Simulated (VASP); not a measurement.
# A VASP study of SiN (vdW-DF): structure first, properties next, part 5 of 6

Wanted: the relaxed cell of SiN and its properties. The cell is invented: it takes the structure of a Materials Project entry for HfTiN2 (space group 166 there), with some of its atoms replaced by other elements, volume scaled by an estimate. It may not be a known or stable phase.

VASP 6.6.1, plane waves and PAW; the level of theory is named at each step.

So far. Step 13 (Volume scan with vdW-DF, volume scale 1.06): The pressure falls from -6.39 to -9.15 GPa. The parabola predicted -9.09 GPa, +0.06 GPa off. Step 15 (Fit for vdW-DF): The fitted volume lies +0.09 % from the relaxed one. The atoms bear forces along the scan, since they were held; freeing them would lower the modulus.

## (16) Band structure (r2SCAN)

This step: r2SCAN; plane waves and PAW (Si, N); invented cell (VASP 6.6.1).

The mesh alone shows little of the dispersion and can miss band extrema, so KPOINTS_OPT adds a path through the symmetry points after the self-consistent cycle. r2SCAN adds the kinetic-energy density, costs more than a GGA and is run with LASPH.

The input, INCAR:

```
SYSTEM = SiN
PREC = Accurate
ENCUT = 520
EDIFF = 1E-06
NELM = 100
ISMEAR = 0
SIGMA = 0.05
LREAL = .FALSE.
ALGO = Normal
METAGGA = R2SCAN
LASPH = .TRUE.
NBANDS = 23
LORBIT = 11
LWAVE = .FALSE.
LCHARG = .FALSE.
KPAR = 2
```

The input, POSCAR:

```
SiN
1.0
    1.4287217471      0.8248730692      5.6866222688
   -1.4287217471      0.8248730692      5.6866222688
    0.0000000000     -1.6497461383      5.6866222688
Si N
2 2
Direct
    0.5000000000      0.5000000000      0.5000000000
    0.0000000000      0.0000000000      0.0000000000
    0.2246857559      0.2246857559      0.2246857559
    0.7753142441      0.7753142441      0.7753142441
```

The input, KPOINTS:

```
Automatic mesh
0
Gamma
9 9 9
0 0 0
```

The input, KPOINTS_OPT:

```
Line mode
16
Line-mode
Reciprocal
  0.00000000   0.00000000   0.00000000 GAMMA
  0.50000000   0.00000000   0.00000000 L

  0.50000000   0.00000000   0.00000000 L
  0.50000000   0.18069397  -0.18069397 B1

  0.81930603   0.50000000   0.18069397 B
  0.50000000   0.50000000   0.50000000 Z

  0.50000000   0.50000000   0.50000000 Z
  0.00000000   0.00000000   0.00000000 GAMMA

  0.00000000   0.00000000   0.00000000 GAMMA
  0.34034698   0.00000000  -0.34034698 X

  0.65965302   0.34034698   0.00000000 Q
  0.50000000   0.50000000   0.00000000 F

  0.50000000   0.50000000   0.00000000 F
  0.65965302   0.65965302   0.18069397 P1

  0.65965302   0.65965302   0.18069397 P1
  0.50000000   0.50000000   0.50000000 Z

  0.50000000   0.00000000   0.00000000 L
  0.81930603   0.34034698   0.34034698 P
```

Potentials, in the order of the species: Si and N (PBE family, release 64).

The run is started by

```console
> mpirun -np 2 vasp_std
```

What it wrote:

```text
[banner, memory and clock lines left out]
running    2 mpi-ranks, on    1 nodes
 distrk:  each k-point on    1 cores,    2 groups
 distr:  one band on    1 cores,    1 groups

 POSCAR found type information on POSCAR SiN
 POSCAR found :  2 types and       4 ions
 [... a notice as in an earlier step ...]

 LDA part: xc-table for (None), standard interpolation
 POSCAR, INCAR and KPOINTS ok, starting setup
 FFT: planning ... GRIDC
 FFT: planning ... GRID_SOFT
 FFT: planning ... GRID
 WAVECAR not read
 entering main loop
       N       E                     dE             d eps       ncg     rms          rms(c)
DAV:   1     0.292817091647E+02    0.29282E+02   -0.84721E+03  3918   0.723E+02
DAV:   2    -0.406776358729E+02   -0.69959E+02   -0.64872E+02  4913   0.168E+02
DAV:   3    -0.437578239325E+02   -0.30802E+01   -0.30551E+01  4921   0.314E+01
DAV:   4    -0.437694738026E+02   -0.11650E-01   -0.11649E-01  4358   0.221E+00
DAV:   5    -0.437695249912E+02   -0.51189E-04   -0.51188E-04  4924   0.143E-01    0.124E+01
DAV:   6    -0.348161235617E+02    0.89534E+01   -0.55138E+00  4793   0.158E+01    0.572E+00
DAV:   7    -0.349553253036E+02   -0.13920E+00   -0.80269E-01  4323   0.533E+00    0.358E+00
DAV:   8    -0.349898366279E+02   -0.34511E-01   -0.40247E-02  4548   0.136E+00    0.548E-01
DAV:   9    -0.349923962412E+02   -0.25596E-02   -0.45075E-03  4723   0.422E-01    0.160E-01
DAV:  10    -0.349928773483E+02   -0.48111E-03   -0.86777E-04  4849   0.167E-01    0.619E-02
DAV:  11    -0.349929547712E+02   -0.77423E-04   -0.94601E-05  4451   0.614E-02    0.219E-02
DAV:  12    -0.349929562908E+02   -0.15197E-05   -0.71718E-06  5088   0.208E-02    0.696E-03
DAV:  13    -0.349929555945E+02    0.69632E-06   -0.12628E-06  3678   0.669E-03
   1 F= -.34992956E+02 E0= -.34992469E+02  d E =-.974095E-03
 Start KPOINTS_OPT (optional k-point list driver)
k-point batch [1-85\144]
       N       E                     dE             ncg
DAV:   1     0.905341023622E+04   -0.30443E+05     3918
DAV:   2     0.320862632754E+04   -0.58448E+04     5006
DAV:   3     0.295272729286E+04   -0.25590E+03     4898
DAV:   4     0.295169387039E+04   -0.10334E+01     4385
DAV:   5     0.295168845452E+04   -0.54159E-02     5183
DAV:   6     0.295168840858E+04   -0.45945E-04     4362
DAV:   7     0.295168840813E+04   -0.44365E-06     4574
k-point batch [86-144\144]
       N       E                     dE             ncg
DAV:   1     0.173140368681E+05   -0.35163E+05     2722
DAV:   2     0.135591718022E+05   -0.37549E+04     3495
DAV:   3     0.134099278791E+05   -0.14924E+03     3386
DAV:   4     0.134093596648E+05   -0.56821E+00     3179
DAV:   5     0.134093567547E+05   -0.29101E-02     3517
DAV:   6     0.134093567306E+05   -0.24141E-04     3138
DAV:   7     0.134093567304E+05   -0.21007E-06     3023
```

The job ended after 6.5 min (2 MPI ranks of Intel Xeon 6975P-C (Granite Rapids), shared host; peak memory 0.8 GiB; 13 min of CPU time).

OUTCAR, selected parts (step 16):

```text
   NELECT =      18.0000    total number of electrons

 E-fermi :   9.2804

 k-point     1 :       0.0000    0.0000    0.0000
  band No.  band energies     occupation
    ...
      5       6.5977      2.00000
      6       7.0627      2.00000
      7       7.0627      2.00000
      8       7.9482      2.00000
      9       7.9482      2.00000
     10      14.7309      0.00000
     11      15.7869      0.00000
     12      16.8484      0.00000
     13      17.3410      0.00000
     14      17.3410      0.00000
    ...

  Total       -2.8308234     -2.8308247     -2.0821593      0.0000000     -0.0000000     -0.0000000
  in kB     -112.7932075   -112.7932578    -82.9629398      0.0000000     -0.0000000     -0.0000000
  external PRESSURE =    -102.8498017 kB  Pullay stress =       0.0000000 kB

 POSITION                                       TOTAL-FORCE (eV/Angst)
 -----------------------------------------------------------------------------------
      0.00000      0.00000      8.52993         0.000000      0.000000      0.000000
      0.00000      0.00000      0.00000        -0.000000      0.000000      0.000000
      0.00000      0.00000      3.83311        -0.000000     -0.000000     -0.301168
      0.00000      0.00000     13.22676        -0.000000      0.000000      0.301168
 -----------------------------------------------------------------------------------
    total drift:                                0.000000      0.000000      0.000000

  FREE ENERGIE OF THE ION-ELECTRON SYSTEM (eV)
  ---------------------------------------------------
  free  energy   TOTEN  =       -34.9929555945 eV

  energy  without entropy=      -34.9919814999  energy(sigma->0) =      -34.99246855

[... 8 parts as in an earlier step ...]

[... 9 further parts left out ...]
```

At this level the cell is under a tension of 10.3 GPa, so at these settings it is away from equilibrium.

Numbers from this step:

```
SCF cycles              : 13
bands                   : 23
free energy (TOTEN)     : -34.99 eV
energy at zero smearing : -34.99 eV
Fermi energy            : 9.280 eV
pressure                : -10.28 GPa
```

Electronic bands along the path, in eV, zero at the Fermi level; # counts the bands kept, so #1 is VASP's band 3:

| point | #4 | #5 | #6 | #7 | #8 | #9 | #10 | #11 |
| --- | --- | --- | --- | --- | --- | --- | --- | --- |
| Γ | -2.22 | -2.22 | -1.33 | -1.33 | 5.45 | 6.51 | 7.57 | 8.06 |
| 0.47 of the way | -3.46 | -2.60 | -1.54 | -1.16 | 3.06 | 4.52 | 6.83 | 7.17 |
| L | -5.82 | -4.42 | -2.10 | -0.90 | 0.75 | 2.71 | 5.75 | 6.16 |
| 0.47 of the way | -5.95 | -4.63 | -4.05 | -0.34 | 0.96 | 2.56 | 3.45 | 8.24 |
| B1 | -5.83 | -4.24 | -3.76 | -2.04 | 0.02 | 1.20 | 4.92 | 8.09 |
| jump to B | -5.83 | -4.24 | -3.76 | -2.04 | 0.02 | 1.20 | 4.92 | 8.09 |
| 0.53 of the way | -5.06 | -2.98 | -2.34 | 0.11 | 3.48 | 3.65 | 5.46 | 7.33 |
| Z | -2.20 | -1.37 | -1.37 | 0.96 | 3.71 | 6.28 | 8.56 | 8.78 |
| 0.53 of the way | -2.21 | -1.35 | -1.35 | -0.62 | 4.76 | 6.31 | 8.14 | 8.29 |
| Γ | -2.22 | -2.22 | -1.33 | -1.33 | 5.45 | 6.51 | 7.57 | 8.06 |
| 0.53 of the way | -4.39 | -3.22 | -1.94 | -0.68 | 2.21 | 3.13 | 5.13 | 7.40 |
| X | -5.77 | -4.52 | -3.69 | -1.95 | 0.64 | 0.65 | 4.87 | 8.08 |
| jump to Q | -5.77 | -4.52 | -3.69 | -1.95 | 0.64 | 0.65 | 4.87 | 8.08 |
| 0.53 of the way | -4.70 | -3.40 | -3.34 | -2.57 | -0.47 | 2.41 | 5.13 | 6.55 |
| F | -4.51 | -4.38 | -2.47 | -1.88 | -1.03 | 4.58 | 4.60 | 5.15 |
| 0.53 of the way | -4.50 | -4.31 | -2.62 | -1.90 | -0.72 | 4.21 | 4.92 | 5.20 |
| P1 | -4.48 | -4.48 | -2.61 | -1.93 | -0.22 | 3.85 | 5.19 | 5.30 |
| 0.53 of the way | -3.79 | -3.44 | -1.43 | 0.34 | 3.10 | 4.77 | 6.68 | 6.70 |
| Z | -2.20 | -1.37 | -1.37 | 0.96 | 3.71 | 6.28 | 8.56 | 8.78 |
| jump to L | -5.82 | -4.42 | -2.10 | -0.90 | 0.75 | 2.71 | 5.75 | 6.16 |
| 0.47 of the way | -5.28 | -4.44 | -2.05 | -1.49 | 0.56 | 3.02 | 5.61 | 5.80 |
| P | -4.48 | -4.48 | -2.61 | -1.93 | -0.22 | 3.85 | 5.19 | 5.30 |

Of the projections kept (Si, N), the largest for each band there; the rest of the weight can lie on other orbitals:

| point | #4 | #5 | #6 | #7 | #8 | #9 | #10 | #11 |
| --- | --- | --- | --- | --- | --- | --- | --- | --- |
| Γ | N 1.00 | N 1.00 | N 0.85 | N 0.85 | N 0.61 | N 0.55 | Si 0.70 | Si 0.99 |
| L | Si 0.50 | N 0.74 | N 0.95 | N 0.56 | N 0.57 | Si 0.65 | Si 0.88 | N 0.52 |
| B1 | N 0.63 | N 0.56 | N 0.73 | Si 0.66 | Si 0.57 | N 0.64 | Si 0.73 | Si 0.50 |
| B | N 0.63 | N 0.56 | N 0.73 | Si 0.66 | Si 0.57 | N 0.64 | Si 0.73 | Si 0.50 |
| Z | N 0.99 | N 0.86 | N 0.86 | N 0.90 | N 0.52 | Si 0.55 | Si 0.61 | Si 0.99 |
| Γ | N 1.00 | N 1.00 | N 0.85 | N 0.85 | N 0.61 | N 0.55 | Si 0.70 | Si 0.99 |

The electronic bands as a text plot (rows in eV, shown from -8.0 to 5.2 only; labels by their first letter):

```
    4.9 |  **          *           *    * **   *  ****    **
    4.3 |    *     * **      ***  *     **  ***     *  *** **
    3.8 |   * *             *   **       *         * **      *  *
    3.2 |      *    *       *             *               *
    2.7 |       *****      *               **     *           **
    2.1 |    *            **              *
    1.6 |     *      *  ***                * **  *       *
    1.0 |      ** *** **      ****          *   *       *   **
    0.5 |        *   **  *   *    *           **       *  **  **
   -0.1 |              **   *               **  **    *         *
   -0.6 |         ****     *       *      ** *    ** *   *
   -1.1 |*********    *   *    ***********    *     *   *  *****
   -1.7 | ******              ***   * *** *    *    *******  *
   -2.2 |****   ***    * *  *** ********** **   * ***  *    *****
   -2.8 |*** **    *    *   ** *     ***     **  *   **    ***
   -3.3 |****              *  **     * ****     ***       * *
   -3.9 | *  ***    * ******  *       *    *   *** *    ***
   -4.4 |  **  ******* * *          *  ** * *  * *  **** * *  ***
   -5.0 |       *    ** * ****             *    * *** ***       *
   -5.5 |   **   *        ***      *    **  ****     * *  *   **
   -6.1 |     *   ********               *    *   *     **    ***
   -6.6 |      * *  *       **    *       *  *           **
   -7.2 |    *  *    ***   *  ****        ** *** *      *  ***
   -7.7 |     * *  **  *  *                 ** ***     *
         Γ       L    B|B        Z   Γ        X|Q   FP       Z|LP
```

Force by atom:

| atom | x (eV/Å) | y (eV/Å) | z (eV/Å) | size |
| --- | --- | --- | --- | --- |
| Si1 | 0.000 | 0.000 | 0.000 | 0.000 |
| Si2 | 0.000 | 0.000 | 0.000 | 0.000 |
| N3 | 0.000 | 0.000 | -0.301 | 0.301 |
| N4 | 0.000 | 0.000 | 0.301 | 0.301 |

There is no gap at this level.

(Continued in part 6 of 6.)

[Lines on the potential files, build, host, timing and source positions are cut from VASP's logs without a mark.]

[Logs are printed without paths, hosts, clocks, repeated set-up lines and the standing remarks that a program may print on its own settings, such as how far it seeks lower states.]

[Hosts, paths, dates, database ids (printed as entryN), source tags and the programs' standing remarks are cut or masked in the printed files.]

[A measured line is paired with the nearest computed mode of its activity, which favours agreement.]
